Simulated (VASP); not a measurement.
Consider the following.

```
CELL_PARAMETERS angstrom
      0.00000     3.11225     3.11225
      3.11225     0.00000     3.11225
      3.11225     3.11225     0.00000
ATOMIC_POSITIONS crystal
  Ga 0.00000 0.00000 0.00000
  Sb 0.25000 0.25000 0.25000
```

The numbers are results of RPBE GGA, VASP's PBE PAW potentials (set 64) (plane waves; VASP 6.6.1), not measurements. Run with 520 eV cut-off, 10×10×10 Γ-centred mesh, first-order Methfessel-Paxton smearing of 0.10 eV, potentials Ga_d Sb.

### Question
The job: GaSb (zinc blende), 2 atoms, RPBE, static run, 520 eV, 10×10×10 Γ-centred mesh. Roughly how much core time does it take on a busy server core?

### Answer
About 30 core-seconds (one run on a shared machine, a rough figure). It had 47 irreducible k-points, 13 bands, up to 1639 plane waves and 15 electronic steps.

The compound is GaSb in the zinc blende structure. This cell is one point of a volume scan, at 0.97 of the reference volume.
